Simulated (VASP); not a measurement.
# CaBr (P-6m2) in VASP: notebook

The runs below take CaBr through single point, with PBE.

Program: VASP 6.6.1. These are calculated values, not measurements. Logs are shortened: lines on timing, memory, paths and dates and some standing lists are left out, and cuts for length are marked.

### 1 The structure

The structure is hexagonal, space group P-6m2 (No. 187). The conventional cell has a = 3.854 Å, b = 3.854 Å, c = 4.485 Å, α = 90.00°, β = 90.00°, γ = 120.00°. Ca (site symmetry -6m2) has 6 Br at 3.16 Å as nearest neighbours. Br (site symmetry -6m2) is surrounded by 6 Ca at 3.16 Å.

The cell comes from a database or a generator and needn't be the stable form of this composition.

### 2 Single point, PBE

File INCAR:

```
PREC = Accurate ; ENCUT = 520
EDIFF = 1E-7 ; ISMEAR = 0
SIGMA = 0.15 ; LREAL = False
LASPH = True ; NELM = 60
ALGO = Normal ; ISIF = 2
LWAVE = False ; LCHARG = True
GGA = PE ; LELF = True
LVHAR = True ; NBANDS = 16
```

File KPOINTS:

```
regular mesh
0
Gamma
  15 15 12
```

File POSCAR:

```
CaBr
1.0
    3.8538335518      0.0000000000      0.0000000000
   -1.9269167759      3.3375177578      0.0000000000
    0.0000000000      0.0000000000      4.4845553306
Ca Br
1 1
Direct
    0.0000000000      0.0000000000      0.0000000000
    0.3333333333      0.6666666667      0.5000000000
```

Potentials or basis: VASP PAW PBE potentials, release 64 (Ca_sv, Br).

On the command line:

```bash
$ cat potpaw_PBE.64/Ca_sv/POTCAR potpaw_PBE.64/Br/POTCAR > POTCAR
$ mpirun -np 1 vasp_std > vasp.out
```

OUTCAR:

```text
PREC = Accurate
   ENCUT = 520
   EDIFF = 1E-7
   ISMEAR = 0
   LREAL = False
   LASPH = True
   NELM = 60
   ISIF = 2
   GGA = PE

 ion  position               nearest neighbor table
   1  0.000  0.000  0.000-
   2  0.333  0.667  0.500-

  LATTYP: Found a hexagonal cell.
 ALAT       =     3.8538335518
 C/A-ratio  =     1.1636608770

  Lattice vectors:

 A1 = (   3.8538335518,   0.0000000000,   0.0000000000)
 A2 = (  -1.9269167759,   3.3375177578,   0.0000000000)
 A3 = (   0.0000000000,   0.0000000000,   4.4845553306)

Analysis of symmetry for initial positions (statically):
=====================================================================
 Subroutine PRICEL returns:
 Original cell was already a primitive cell.

 Routine SETGRP: Setting up the symmetry group for a
 hexagonal supercell.

 Subroutine GETGRP returns: Found 12 space group operations
 (whereof 12 operations were pure point group operations)
 out of a pool of 24 trial point group operations.

The static configuration has the point symmetry D_3h.

Analysis of symmetry for dynamics (positions and initial velocities):
=====================================================================
 Subroutine PRICEL returns:
 Original cell was already a primitive cell.

 Routine SETGRP: Setting up the symmetry group for a
 hexagonal supercell.

 Subroutine GETGRP returns: Found 12 space group operations
 (whereof 12 operations were pure point group operations)
 out of a pool of 24 trial point group operations.

The dynamic configuration has the point symmetry D_3h.

 Subroutine INISYM returns: Found 12 space group operations
 (whereof 12 operations are pure point group operations),
 and found     1 'primitive' translations

----------------------------------------------------------------------------------------

                                     Primitive cell

  volume of cell :      57.6814

  direct lattice vectors                    reciprocal lattice vectors
     3.853833552  0.000000000  0.000000000     0.259481886  0.149811937  0.000000000
    -1.926916776  3.337517758  0.000000000     0.000000000  0.299623874  0.000000000
     0.000000000  0.000000000  4.484555331     0.000000000  0.000000000  0.222987549

  length of vectors
     3.853833552  3.853833552  4.484555331     0.299623874  0.299623874  0.222987549

  position of ions in fractional coordinates (direct lattice)
[... 78 lines left out ...]
   NELM   =     60;   NELMIN=  2; NELMDL= -5     # of ELM steps
   EDIFF  = 0.1E-06   stopping-criterion for ELM
   LREAL  =      F    real-space projection
   EDIFFG = 0.1E-05   stopping-criterion for IOM
   NSW    =      0    number of steps for IOM
   IBRION =     -1    ionic relax: 0-MD 1-quasi-New 2-CG
   NFREE  =      0    steps in history (QN), initial steepest desc. (CG)
   ISIF   =      2    stress and relaxation
   ISYM   =      2    0-nonsym 1-usesym 2-fastsym
   POTIM  = 0.5000    time-step for ionic-motion
   TEBEG  =    0.0;   TEEND  =   0.0 temperature during run
   PSTRESS=    0.0 pullay stress
   NELECT =      17.0000    total number of electrons
   NUPDOWN=      -1.0000    fix difference up-down
   EMIN   =  10.00;   EMAX   =-10.00  energy-range for DOS
   EFERMI =   0.00;   METHOD = LEGACY
   ISMEAR =     0;   SIGMA  =   0.15  broadening in eV -4-tet -1-fermi 0-gaus
   EFERMI_NEDOS =   21; number of points for ismear=-14 and -15
   IALGO  =     38    algorithm
   IMIX   =      4    mixing-type and parameters
     AMIX     =   0.40;   BMIX     =  1.00
     AMIX_MAG =   1.60;   BMIX_MAG =  1.00
  volume/ion in A,a.u.               =      28.84       194.63
  Fermi-wavevector in a.u.,A,eV,Ry     =   1.089463  2.058787 16.149159  1.186930
  Thomas-Fermi vector in A             =   2.225667
   LORBIT       =      0    0 simple, 1 ext, 2 COOP (PROOUT), +10 PAW based schemes
   GGA     = PE    functional components
   LHFCALC =     F    Hartree Fock is set to
   AEXX    =    0.0000 exact exchange contribution
   IVDW    =     0    specifies the selected vdW correction
   LEPSILON=     F    determine dielectric tensor
   LRPA    =     F    only Hartree local field effects (RPA)
 non-spin polarized calculation
 Gauss-broadening in eV      SIGMA  =   0.15
  energy-cutoff  :      520.00
  volume of cell :       57.68
 maximum number of plane-waves:      1576
 NGX is ok and might be reduce to    30

 number of electron      16.9999996 magnetization

 Free energy of the ion-electron system (eV)
  ---------------------------------------------------
  ext. energy  EPLUGINS =         0.00000000
  ---------------------------------------------------
  free energy    TOTEN  =        -6.04417996 eV

  energy without entropy =       -6.00952665  energy(sigma->0) =       -6.02685331

 E-fermi :   4.5624     XC(G=0):  -8.8140

 val. band max:        4.5589507586   @ k =   0.3333   0.1333   0.3333
 cond. band min:       4.5664794735   @ k =   0.2667   0.2000   0.4167
 fundamental gap:      0.0075287149
 Fermi energy:         4.5624351830

 k-point     1 :       0.0000    0.0000    0.0000
  band No.  band energies     occupation
      1     -37.7876      2.00000
      2     -18.8492      2.00000
      3     -18.7276      2.00000
      4     -18.7276      2.00000
      5     -12.8951      2.00000
      6      -0.9952      2.00000
[... 433 lines left out ...]
      3     -18.8244      2.00000
      4     -18.7910      2.00000
      5     -12.4547      2.00000
      6      -1.9395      2.00000
[... 8 lines left out ...]
     15       9.7479      0.00000
     16      10.6253      0.00000

 [... further k-points ...]

------------------------ aborting loop because EDIFF is reached ----------------------------------------

  FORCE on cell =-STRESS in cart. coord.  units (eV):
  Direction    XX          YY          ZZ          XY          YZ          ZX
  --------------------------------------------------------------------------------------
  -------------------------------------------------------------------------------------
  Total        0.3557741      0.3557741     -0.2528695      0.0000000     -0.0000000      0.0000000
  in kB        9.8820928      9.8820928     -7.0237824      0.0000000     -0.0000000      0.0000000
  external PRESSURE =       4.2468011 kB  Pullay stress =       0.0000000 kB

 VOLUME and BASIS-vectors are now :
 -----------------------------------------------------------------------------
  energy-cutoff  :      520.00
  volume of cell :       57.68
      direct lattice vectors                 reciprocal lattice vectors
     3.853833552  0.000000000  0.000000000     0.259481886  0.149811937  0.000000000
    -1.926916776  3.337517758  0.000000000     0.000000000  0.299623874  0.000000000
     0.000000000  0.000000000  4.484555331     0.000000000  0.000000000  0.222987549

 POSITION                                       TOTAL-FORCE (eV/Angst)
 -----------------------------------------------------------------------------------
      0.00000      0.00000      0.00000        -0.000000      0.000000      0.000000
     -0.00000      2.22501      2.24228         0.000000      0.000000      0.000000
 -----------------------------------------------------------------------------------
    total drift:                                0.000000     -0.000000     -0.000000

  FREE ENERGIE OF THE ION-ELECTRON SYSTEM (eV)
  ---------------------------------------------------
  free  energy   TOTEN  =        -6.0441799618 eV

  energy  without entropy=       -6.0095266549  energy(sigma->0) =       -6.02685331
```

stdout:

```text
POSCAR found type information on POSCAR CaBr
 POSCAR found :  2 types and       2 ions
 scaLAPACK will be used
 LDA part: xc-table for (Slater+PW92), standard interpolation
 POSCAR, INCAR and KPOINTS ok, starting setup
 FFT: planning ... GRIDC
 FFT: planning ... GRID_SOFT
 FFT: planning ... GRID
 WAVECAR not read
 entering main loop
```

Wall time 80 s (1 thread of Intel Xeon Platinum 8559C (Emerald Rapids), shared host); peak memory 0.31 GiB.

Results:

| Quantity | Value |
| --- | --- |
| Free energy | -6.0442 eV |
| Pressure | 0.4 GPa |
| Band gap on the k mesh | none (metal or under the smearing width) |

Stress tensor (GPa, compression positive):
```
 0.99  0.00  0.00
 0.00  0.99  0.00
 0.00  0.00 -0.70
```

Levels at points of the mesh, in eV from the Fermi level:
| k point | band 7 | band 8 | band 9 | band 10 | band 11 | band 12 |
| --- | --- | --- | --- | --- | --- | --- |
| (0.00, 0.00, 0.00) | -4.26 | -4.26 | -1.96 | 0.84 | 2.32 | 2.32 |
| (0.00, 0.00, 0.50) | -4.20 | -4.20 | 0.71 | 1.74 | 1.74 | 2.28 |

Caveat: an odd number of electrons without spin polarisation forces a metal; a magnetic or distorted state may lie lower.

### 3 Single point, PBE

This run uses another cell than the first one, of the same volume but with other edges.

File INCAR:

```
SYSTEM = CaBr
PREC     = Accurate       ! precision mode
ENCUT    = 520            ! plane-wave cutoff, eV
EDIFF    = 1E-6           ! SCF threshold, eV
ISMEAR   = 0              ! smearing method
SIGMA    = 0.15           ! smearing width, eV
LREAL    = .False.        ! projectors in reciprocal space
LASPH    = .True.         ! aspherical terms in the spheres
NELM     = 60             ! most SCF steps
ALGO     = Fast           ! electronic algorithm
ISIF     = 2              ! what is computed and relaxed
LWAVE    = .False.        ! write WAVECAR
LCHARG   = .True.         ! write CHGCAR
GGA      = PE             ! functional
LELF     = .True.         ! ELF
LVHAR    = .True.       
NBANDS   = 16             ! bands
```

File KPOINTS:

```
regular mesh
0
Gamma
  15 15 12
  0 0 0
```

File POSCAR:

```
CaBr
1.0
    3.7945343741      0.0000000000      0.0000000000
   -1.8972671870      3.2861631635      0.0000000000
    0.0000000000      0.0000000000      4.6258155403
Ca Br
1 1
Direct
    0.0000000000      0.0000000000      0.0000000000
    0.3333333333      0.6666666667      0.5000000000
```

Potentials or basis: VASP PAW PBE potentials, release 64 (Ca_sv, Br).

On the command line:

```bash
$ cat potpaw_PBE.64/Ca_sv/POTCAR potpaw_PBE.64/Br/POTCAR > POTCAR
$ mpirun -np 1 vasp_std > vasp.out
```

Wall time 83 s (1 thread of Intel Xeon Platinum 8559C (Emerald Rapids), shared host); peak memory 0.3 GiB.

It converged, with:

```yaml
Free_energy: -6.0130 eV
Pressure: 0.6 GPa
Band_gap_on_the_k_mesh: none (metal or under the smearing width)
```

Stress tensor (GPa, compression positive):
```
 1.87  0.00  0.00
 0.00  1.87  0.00
 0.00  0.00 -2.08
```

Levels at points of the mesh, in eV from the Fermi level:
```
           k point  band 5  band 6  band 7  band 8  band 9  band 10  band 11  band 12  band 13  band 14
(0.00, 0.00, 0.00)  -17.25   -5.50   -3.88   -3.88   -2.07     1.17     2.34     2.34     3.05     3.05
(0.00, 0.00, 0.50)  -17.10   -6.82   -3.84   -3.84    0.47     1.85     1.85     2.54     2.94     2.94
```

Caveat: an odd number of electrons without spin polarisation forces a metal; a magnetic or distorted state may lie lower.

### 4 Single point, PBE

This run uses another cell than the first one, of the same volume but with other edges.

File INCAR:

```
  ALGO = Fast
  EDIFF = 1E-6
  ENCUT = 520
  GGA = PE
  ISIF = 2
  ISMEAR = 0
  LASPH = True
  LCHARG = False
  LREAL = False
  LWAVE = False
  NBANDS = 16
  NELM = 80
  PREC = Accurate
  SIGMA = 0.15
```

File KPOINTS:

```
k-points
0
Gamma
  15 15 12
```

File POSCAR:

```
CaBr
1.0
    3.9706868912      0.0000000000      0.0000000000
   -1.9853434456      3.4387157183      0.0000000000
    0.0000000000      0.0000000000      4.2244873052
Ca Br
1 1
Direct
    0.0000000000      0.0000000000      0.0000000000
    0.3333333333      0.6666666667      0.5000000000
```

On the command line:

```bash
$ cat potpaw_PBE.64/Ca_sv/POTCAR potpaw_PBE.64/Br/POTCAR > POTCAR
$ mpirun -np 1 vasp_std > vasp.out
```

It took 89 s on 1 thread of Intel Xeon Platinum 8559C (Emerald Rapids), shared host; peak memory 0.3 GiB.

The run converged. Its results:

* Free energy: -6.0381 eV
* Pressure: 0.3 GPa
* Band gap on the k mesh: none (metal or under the smearing width)

Stress tensor (GPa, compression positive):
```
-0.35  0.00  0.00
 0.00 -0.35  0.00
 0.00  0.00  1.69
```

Levels at points of the mesh, in eV from the Fermi level:
```tsv
k point	band 6	band 7	band 8	band 9	band 10	band 11	band 12	band 13
(0.00, 0.00, 0.00)	-5.56	-4.85	-4.85	-1.74	0.27	2.29	2.29	2.73
(0.00, 0.00, 0.50)	-7.23	-4.76	-4.76	1.17	1.53	1.53	1.87	2.33
```

Caveat: an odd number of electrons without spin polarisation forces a metal; a magnetic or distorted state may lie lower.
